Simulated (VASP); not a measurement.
# NaLaMnMoO6 (F-43m) in VASP: optical spectrum with PBE

Aim: the optical spectrum of NaLaMnMoO6 with PBE.

Everything below comes from runs of VASP 6.6.1. Logs are shortened: lines on timing, memory, paths and dates and some standing lists are left out, and cuts for length are marked.

### 1 The crystal as given

Symmetry: F-43m, No. 216, cubic system. The conventional cell has a = 7.725 Å, b = 7.725 Å, c = 7.725 Å, α = 90.00°, β = 90.00°, γ = 90.00°. Na (site symmetry -43m) has 12 O at 2.73 Å as nearest neighbours. La (site symmetry -43m) is surrounded by 12 O at 2.73 Å. Around Mn (site symmetry -43m) lie 6 O at 1.91 Å. Mo (site symmetry -43m) has 6 O at 1.96 Å as nearest neighbours. O (site symmetry 2mm) is surrounded by 1 Mn at 1.91 Å and 1 Mo at 1.96 Å.

The cell was built by a generator and needn't be a form met in nature.

### 2 Optical spectrum, PBE, collinear spin, ferromagnetic start

Input file INCAR:

```
  PREC = Accurate
  ENCUT = 520
  EDIFF = 1E-6
  ISMEAR = -1
  SIGMA = 0.05
  LREAL = False
  LASPH = True
  NELM = 100
  ALGO = Fast
  ISIF = 2
  LWAVE = False
  LCHARG = False
  ISPIN = 2
  MAGMOM = 0 0 4 1 0 0 0 0 0 0
  LORBIT = 11
  LMAXMIX = 6
  GGA = PE
  LOPTICS = True
  NBANDS = 88
  NEDOS = 2000
  CSHIFT = 0.05
  KPAR = 4
```

Input file KPOINTS:

```
Automatic mesh
0
Gamma
  6 6 6
```

Input file POSCAR:

```
NaLaMnMoO6
1.0
    0.0000000000      3.8625900000      3.8625900000
    3.8625900000      0.0000000000      3.8625900000
    3.8625900000      3.8625900000      0.0000000000
Na La Mn Mo O
1 1 1 1 6
Direct
    0.2500000000      0.2500000000      0.2500000000
    0.7500000000      0.7500000000      0.7500000000
    0.5000000000      0.5000000000      0.5000000000
    0.0000000000      0.0000000000      0.0000000000
    0.7466200000      0.2533800000      0.2533800000
    0.2533800000      0.2533800000      0.7466200000
    0.2533800000      0.7466200000      0.2533800000
    0.7466200000      0.2533800000      0.7466200000
    0.7466200000      0.7466200000      0.2533800000
    0.2533800000      0.7466200000      0.7466200000
```

Potentials or basis: VASP PAW PBE potentials, release 64 (Na_pv, La, Mn_pv, Mo_sv, O).

Command:

```console
> cat potpaw_PBE.64/Na_pv/POTCAR potpaw_PBE.64/La/POTCAR potpaw_PBE.64/Mn_pv/POTCAR potpaw_PBE.64/Mo_sv/POTCAR potpaw_PBE.64/O/POTCAR > POTCAR
> mpirun -np 4 vasp_std > vasp.out
```

OUTCAR:

```text
PREC = Accurate
   ENCUT = 520
   EDIFF = 1E-6
   ISMEAR = -1
   LREAL = False
   LASPH = True
   NELM = 100
   ISIF = 2
   ISPIN = 2
   LORBIT = 11
   GGA = PE

 ion  position               nearest neighbor table
   1  0.250  0.250  0.250-
   2  0.750  0.750  0.750-   6 2.73   7 2.73  10 2.73   5 2.73   6 2.73   8 2.73   5 2.73   7 2.73
                             9 2.73   8 2.73   9 2.73  10 2.73   3 3.35   3 3.35   3 3.35   4 3.35
   3  0.500  0.500  0.500-   5 1.91   6 1.91   7 1.91   8 1.91   9 1.91  10 1.91   2 3.35   2 3.35
                             2 3.35   2 3.35
   4  0.000  0.000  0.000-   5 1.96   6 1.96   7 1.96   8 1.96   9 1.96  10 1.96   2 3.35   2 3.35
                             2 3.35   2 3.35
   5  0.747  0.253  0.253-   3 1.91   4 1.96   2 2.73   2 2.73
   6  0.253  0.253  0.747-   3 1.91   4 1.96   2 2.73   2 2.73
   7  0.253  0.747  0.253-   3 1.91   4 1.96   2 2.73   2 2.73
   8  0.747  0.253  0.747-   3 1.91   4 1.96   2 2.73   2 2.73
   9  0.747  0.747  0.253-   3 1.91   4 1.96   2 2.73   2 2.73
  10  0.253  0.747  0.747-   3 1.91   4 1.96   2 2.73   2 2.73

  LATTYP: Found a face centered cubic cell.
 ALAT       =     7.7251800000

  Lattice vectors:

 A1 = (   0.0000000000,   3.8625900000,   3.8625900000)
 A2 = (   3.8625900000,   0.0000000000,   3.8625900000)
 A3 = (   3.8625900000,   3.8625900000,   0.0000000000)

Analysis of symmetry for initial positions (statically):
=====================================================================
 Subroutine PRICEL returns:
 Original cell was already a primitive cell.

 Routine SETGRP: Setting up the symmetry group for a
 face centered cubic supercell.

 Subroutine GETGRP returns: Found 24 space group operations
 (whereof 24 operations were pure point group operations)
 out of a pool of 48 trial point group operations.

The static configuration has the point symmetry T_d .

Analysis of symmetry for dynamics (positions and initial velocities):
=====================================================================
 Subroutine PRICEL returns:
 Original cell was already a primitive cell.

 Routine SETGRP: Setting up the symmetry group for a
 face centered cubic supercell.

 Subroutine GETGRP returns: Found 24 space group operations
 (whereof 24 operations were pure point group operations)
 out of a pool of 48 trial point group operations.

The dynamic configuration has the point symmetry T_d .

Analysis of structural, dynamic, and magnetic symmetry:
=====================================================================
 Subroutine PRICEL returns:
 Original cell was already a primitive cell.

 Routine SETGRP: Setting up the symmetry group for a
 face centered cubic supercell.

 Subroutine GETGRP returns: Found 24 space group operations
 (whereof 24 operations were pure point group operations)
 out of a pool of 48 trial point group operations.

[... 1053 lines left out ...]
      1     -54.9172      1.00000
      2     -42.5587      1.00000
      3     -42.5586      1.00000
      4     -42.5586      1.00000
      5     -29.0775      1.00000
      6     -29.0775      1.00000
[... 869 lines left out ...]
     51       9.8544      0.00000
     52       9.9033      0.00000
 [bands above 52 left out]

------------------------ aborting loop because EDIFF is reached ----------------------------------------

  FORCE on cell =-STRESS in cart. coord.  units (eV):
  Direction    XX          YY          ZZ          XY          YZ          ZX
  --------------------------------------------------------------------------------------
  -------------------------------------------------------------------------------------
  Total        0.2203088      0.2203088      0.2203088     -0.0000000      0.0000000     -0.0000000
  in kB        3.0625028      3.0625028      3.0625028     -0.0000000      0.0000000     -0.0000000
  external PRESSURE =       3.0625028 kB  Pullay stress =       0.0000000 kB

 VOLUME and BASIS-vectors are now :
 -----------------------------------------------------------------------------
  energy-cutoff  :      520.00
  volume of cell :      115.26
      direct lattice vectors                 reciprocal lattice vectors
     0.000000000  3.862590000  3.862590000    -0.129446822  0.129446822  0.129446822
     3.862590000  0.000000000  3.862590000     0.129446822 -0.129446822  0.129446822
     3.862590000  3.862590000  0.000000000     0.129446822  0.129446822 -0.129446822

 POSITION                                       TOTAL-FORCE (eV/Angst)
 -----------------------------------------------------------------------------------
      1.93129      1.93129      1.93129        -0.000000     -0.000000     -0.000000
      5.79388      5.79388      5.79388        -0.000000     -0.000000     -0.000000
      3.86259      3.86259      3.86259        -0.000000     -0.000000     -0.000000
      0.00000      0.00000      0.00000        -0.000000     -0.000000     -0.000000
      1.95741      3.86259      3.86259        -0.046741     -0.000000     -0.000000
      3.86259      3.86259      1.95741        -0.000000     -0.000000     -0.046741
      3.86259      1.95741      3.86259        -0.000000     -0.046741     -0.000000
      3.86259      5.76777      3.86259        -0.000000      0.046741     -0.000000
      3.86259      3.86259      5.76777        -0.000000     -0.000000      0.046741
      5.76777      3.86259      3.86259         0.046741     -0.000000     -0.000000
 -----------------------------------------------------------------------------------
    total drift:                               -0.000000     -0.000000      0.000001

  FREE ENERGIE OF THE ION-ELECTRON SYSTEM (eV)
  ---------------------------------------------------
  free  energy   TOTEN  =       -78.4938645127 eV

  energy  without entropy=      -78.4770502453  energy(sigma->0) =      -78.48545738

 electrical conductivity sigma (Mega S m-1) (frequency dependency in vasprun.xml)
  --------------------------------------------------------------------------------------
         NaN         NaN         NaN
         NaN         NaN         NaN
         NaN         NaN         NaN

  frequency dependent IMAGINARY DIELECTRIC FUNCTION (independent particle, no local field effects) density-density
     E(ev)      X         Y         Z        XY        YZ        ZX
  --------------------------------------------------------------------------------------------------------------
     0.00000     0.00011     0.00011     0.00011    -0.00000    -0.00000    -0.00000
     1.02719     0.75253     0.75253     0.75253     0.00000     0.00000    -0.00000
     2.05439     1.73829     1.73829     1.73829     0.00000     0.00000    -0.00000
     3.08158     1.29182     1.29182     1.29182     0.00000     0.00000    -0.00000
     4.10878     7.76138     7.76138     7.76138     0.00000     0.00000     0.00000
     5.13597     5.61482     5.61482     5.61482     0.00000     0.00000    -0.00000
[... 92 lines left out ...]
   100.66501     0.00000     0.00000     0.00000     0.00000     0.00000    -0.00000
   101.69221     0.00000     0.00000     0.00000     0.00000     0.00000    -0.00000

  frequency dependent      REAL DIELECTRIC FUNCTION (independent particle, no local field effects) density-density
     E(ev)        X           Y           Z          XY          YZ          ZX
  --------------------------------------------------------------------------------------------------------------
     0.00000   108.38693   108.38693   108.38693     0.00000     0.00000    -0.00000
     1.02719     2.97925     2.97925     2.97925    -0.00000     0.00000    -0.00000
     2.05439     9.14249     9.14249     9.14249     0.00000    -0.00000     0.00000
     3.08158     6.33003     6.33003     6.33003    -0.00000    -0.00000    -0.00000
     4.10878     4.90119     4.90119     4.90119     0.00000     0.00000    -0.00000
     5.13597     2.34707     2.34707     2.34707     0.00000     0.00000     0.00000
[... 92 lines left out ...]
   100.66501     0.94577     0.94577     0.94577    -0.00000     0.00000    -0.00000
   101.69221     0.94694     0.94694     0.94694    -0.00000     0.00000    -0.00000

  frequency dependent IMAGINARY DIELECTRIC FUNCTION (independent particle, no local field effects) current-current
     E(ev)      X         Y         Z        XY        YZ        ZX
  --------------------------------------------------------------------------------------------------------------
     0.00000   328.82349   328.82349   328.82349     0.00000     0.00000     0.00000
     1.02719     0.73847     0.73847     0.73847    -0.00000    -0.00000    -0.00000
     2.05439     1.78925     1.78925     1.78925     0.00000     0.00000     0.00000
     3.08158     1.28229     1.28229     1.28229     0.00000    -0.00000     0.00000
     4.10878     7.71076     7.71076     7.71076     0.00000    -0.00000    -0.00000
     5.13597     5.65448     5.65448     5.65448     0.00000     0.00000     0.00000
[... 92 lines left out ...]
   100.66501    -0.00000    -0.00000    -0.00000     0.00000     0.00000     0.00000
   101.69221    -0.00000    -0.00000    -0.00000     0.00000     0.00000     0.00000

  frequency dependent      REAL DIELECTRIC FUNCTION (independent particle, no local field effects) current-current
     E(ev)        X           Y           Z          XY          YZ          ZX
  --------------------------------------------------------------------------------------------------------------
     0.00000   -12.29174   -12.29174   -12.29174     0.00000     0.00000     0.00000
     1.02719     3.33121     3.33121     3.33121    -0.00000    -0.00000    -0.00000
     2.05439     9.17989     9.17989     9.17989    -0.00000    -0.00000    -0.00000
     3.08158     6.35342     6.35342     6.35342    -0.00000    -0.00000    -0.00000
     4.10878     4.71518     4.71518     4.71518     0.00000    -0.00000     0.00000
     5.13597     2.25016     2.25016     2.25016     0.00000     0.00000     0.00000
[... 92 lines left out ...]
   100.66501     0.94580     0.94580     0.94580     0.00000    -0.00000    -0.00000
   101.69221     0.94697     0.94697     0.94697     0.00000    -0.00000    -0.00000

 total charge

# of ion       s       p       d       f       tot
--------------------------------------------------
    1        0.034   5.975   0.000   0.000   6.010
    2        1.997   5.696   0.482   0.219   8.394
    3        0.323   6.422   5.036   0.000  11.780
    4        2.342   6.322   3.726   0.000  12.391
    5        1.563   3.476   0.000   0.000   5.039
    6        1.563   3.476   0.000   0.000   5.039
    7        1.563   3.476   0.000   0.000   5.039
    8        1.563   3.476   0.000   0.000   5.039
    9        1.563   3.476   0.000   0.000   5.039
   10        1.563   3.476   0.000   0.000   5.039
--------------------------------------------------
tot         14.073  45.270   9.244   0.219  68.806

 magnetization (x)

# of ion       s       p       d       f       tot
--------------------------------------------------
    1       -0.000  -0.000   0.000   0.000  -0.000
    2       -0.000  -0.001   0.012   0.023   0.034
    3       -0.008  -0.015  -1.928   0.000  -1.951
    4        0.010   0.012   0.748   0.000   0.770
    5       -0.000  -0.008   0.000   0.000  -0.008
    6       -0.000  -0.008   0.000   0.000  -0.008
    7       -0.000  -0.008   0.000   0.000  -0.008
    8       -0.000  -0.008   0.000   0.000  -0.008
    9       -0.000  -0.008   0.000   0.000  -0.008
   10       -0.000  -0.008   0.000   0.000  -0.008
--------------------------------------------------
tot          0.001  -0.050  -1.168   0.023  -1.195
```

It took 1.7 min on 4 MPI ranks of Intel Xeon 6975P-C (Granite Rapids), shared host; peak memory 0.74 GiB.

Results:

* Free energy: -78.4939 eV
* Pressure: 0.3 GPa
* Largest force: 0.047 eV/Å
* Band gap on the k mesh: none (metal or under the smearing width)
* Net moment: -1.16 μB per cell
* Site moments: Na -0.00; La +0.03; Mn -1.95; Mo +0.77; O -0.01 μB
* Valence electrons inside the program's atomic spheres: Na 6.01; La 8.39; Mn 11.78; Mo 12.39; O 5.04

Forces on the atoms (eV/Å):
```
Na   0.000  0.000  0.000
La   0.000  0.000  0.000
Mn   0.000  0.000  0.000
Mo   0.000  0.000  0.000
O   -0.047  0.000  0.000
O    0.000  0.000 -0.047
O    0.000 -0.047  0.000
O    0.000  0.047  0.000
O    0.000  0.000  0.047
O    0.047  0.000  0.000
```

Dielectric function (mean over the directions given):
| energy (eV) | real part | imaginary part |
| --- | --- | --- |
| 0.26 | 2.91 | 102.31 |
| 1.28 | 4.81 | 0.39 |
| 2.31 | 9.76 | 7.46 |
| 3.34 | 8.62 | 1.96 |
| 4.37 | 4.73 | 7.91 |
| 5.44 | 1.89 | 4.82 |
| 6.47 | 1.56 | 3.91 |
| 7.50 | 1.80 | 4.17 |
| 8.53 | 0.24 | 3.80 |
| 9.55 | 0.71 | 3.53 |
| 10.63 | 0.26 | 2.31 |
| 11.66 | -0.35 | 2.12 |
| 12.69 | 0.40 | 1.35 |
| 13.71 | 0.82 | 0.95 |
| 14.74 | 0.94 | 1.77 |
| 15.82 | 1.06 | 1.67 |
| 16.85 | 1.07 | 1.30 |
| 17.87 | 1.31 | 1.29 |
| 18.90 | 1.47 | 1.32 |
| 19.98 | 2.20 | 2.73 |

Caveat: spectra need much finer meshes, so this one isn't converged; independent-particle spectra lack excitons; the intraband (Drude) part of a metal's response may be missing; a cell with one magnetic atom can't hold antiferromagnetic order, which such compounds often take; semilocal functionals often make such compounds metallic where correlation or magnetic order opens a gap, which also shifts bond lengths. Spin-orbit coupling is left out, which matters for the levels of La.
